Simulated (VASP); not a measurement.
Given:

```yaml
crystal:
  lattice:
    - [2.33900, -4.05127, 0.00000]
    - [2.33900, 4.05127, 0.00000]
    - [0.00000, 0.00000, 7.64065]
  atoms:
    - { symbol: Ag, position: [0.66667, 0.33333, 0.50011] }
    - { symbol: Ag, position: [0.33333, 0.66667, 0.00011] }
    - { symbol: I, position: [0.66667, 0.33333, 0.87489] }
    - { symbol: I, position: [0.33333, 0.66667, 0.37489] }
```

Calculation: PW91 GGA, VASP's PBE PAW potentials (set 64) (plane waves; VASP). Numerical set-up: 520 eV cut-off, 5×5×3 Γ-centred mesh, Gaussian smearing of 0.050 eV, potentials Ag I.

Task: Estimate the energy per atom (σ→0).

Result: 
The energy per atom (σ→0) is -2.422 eV/atom.

The compound is AgI in the wurtzite structure. It was relaxed first, which changed the volume by +6 %. The start is the result of an earlier pass.
